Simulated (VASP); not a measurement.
Ta2Bi2O:

```
Ta Bi O
1.0
     1.75000    1.01036    9.40000
    -1.75000    1.01036    9.40000
     0.00000   -2.02073    9.40000
Ta Bi O
2 2 1
Direct
  0.62600 0.62600 0.62600
  0.37400 0.37400 0.37400
  0.11200 0.11200 0.11200
  0.88800 0.88800 0.88800
  0.00000 0.00000 0.00000
```

The cell was built by a generator and needn't be a form met in nature.

| Quantity | Value |
| --- | --- |
| Program | VASP 6.6.1 |
| Task | relaxation of cell and atoms |
| Functional | PBE |
| Potentials or basis | VASP PAW PBE potentials, release 64 (Ta_pv, Bi_d, O) |
| Cutoff | 520 eV |
| k mesh | 5 × 5 × 5 |
| Occupations | gaussian, width 0.15 eV |
| Spin | no spin polarisation |

At the start: pressure 4.3 GPa; volume 19.94 Å³/atom.

How do energy, volume and symmetry change on relaxing?

Over 21 steps the energy falls by 221.7 meV/atom and the volume is 21.36 Å³/atom (+7.1 %); space group R-3m (No. 166, to 0.05 Å).

Step by step:
```tsv
step	energy change (eV)	largest force (eV/Å)	pressure (GPa)	volume (Å³)
1	0.0000	2.8853	4.30	99.72
2	-0.7602	1.5184	-6.98	107.53
3	-0.7601	1.5570	-6.81	107.42
4	-0.6561	2.7655	9.20	98.36
5	-0.9926	0.7055	-0.60	102.93
6	-1.0284	0.3960	0.20	102.25
7	-1.0371	0.2666	0.97	101.90
8	-1.0315	0.3522	2.27	101.20
9	-1.0387	0.2364	1.47	101.72
10	-1.0614	0.3610	0.07	103.34
11	-1.0682	0.4695	-0.78	104.55
12	-1.0924	0.1300	0.00	104.66
13	-1.0970	0.0700	0.32	104.70
14	-1.0985	0.2605	1.15	104.78
15	-1.0991	0.1266	0.70	104.75
16	-1.0992	0.1744	0.76	104.76
17	-1.0992	0.1380	0.69	104.75
18	-1.1049	0.1230	0.11	106.09
19	-1.1056	0.1109	-0.23	106.70
20	-1.1056	0.1098	-0.38	106.85
21	-1.1085	0.0386	0.03	106.78
```

Final structure:
```
Ta Bi O
1.0
     1.71876    0.99232   10.43424
    -1.71876    0.99232   10.43424
     0.00000   -1.98465   10.43424
Ta Bi O
2 2 1
Direct
  0.63480 0.63480 0.63480
  0.36520 0.36520 0.36520
  0.10814 0.10814 0.10814
  0.89186 0.89186 0.89186
  0.00000 0.00000 0.00000
```

Caveat: the k mesh is coarse (spacing up to 0.42 Å⁻¹), so the values aren't converged.
